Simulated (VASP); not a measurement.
Here is the system:

```yaml
crystal:
  lattice:
    - [4.52187, 0.00000, 0.00000]
    - [-2.26094, 3.91606, 0.00000]
    - [0.00000, 0.00000, 7.75037]
  atoms:
    - { symbol: Ba, position: [0.00000, 0.00000, 0.00000] }
    - { symbol: Mg, position: [0.66667, 0.33333, 0.37654] }
    - { symbol: Mg, position: [0.33333, 0.66667, 0.62346] }
    - { symbol: As, position: [0.66667, 0.33333, 0.72802] }
    - { symbol: As, position: [0.33333, 0.66667, 0.27198] }
```

All values below come from PBEsol GGA, VASP's PBE PAW potentials (set 64) (plane waves; VASP). Run with 480 eV cut-off, 6×6×4 Γ-centred mesh, Gaussian smearing of 0.050 eV, potentials Ba_sv Mg As.

**Question.** Give the stress tensor in GPa (positive for a compressed cell).

**Answer.** 
```
-1.48   0.00   0.00
 0.00  -1.48   0.00
 0.00   0.00  -1.35
```
The pressure is its mean diagonal, -1.43 GPa.

The structure comes from a computed database's BaMg2As2 entry (P-3m1); how it stands against other phases isn't given here. This cell was strained or had an atom moved on purpose. Symmetry was kept, so distortions that lower it aren't found.
